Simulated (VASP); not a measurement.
Energy against volume of Au (fcc). Method: revPBE GGA, VASP's PBE PAW potentials (set 64) (plane waves; VASP). Numerical set-up: 520 eV cut-off, 15×15×15 Γ-centred mesh, first-order Methfessel-Paxton smearing of 0.10 eV, potentials Au.

```
V (Å³/atom)  E (eV/atom)
-----------  -----------
17.763          -2.72815
18.312          -2.73529
18.862          -2.72926
19.411          -2.71272
```

Fit these four points and predict the energy of the run at 17.214 Å³/atom.

A cubic in V^(−2/3), the third-order Birch-Murnaghan form, passes through the four points with V0 = 18.32 Å³/atom and B0 = 127 GPa, and gives -2.7046 eV/atom there. The run gave -2.7048 eV/atom, -0.2 meV/atom from the fit; all five points give B0 = 127 GPa.

The compound is Au in the fcc structure. It was relaxed first, which changed the volume by +8 %.
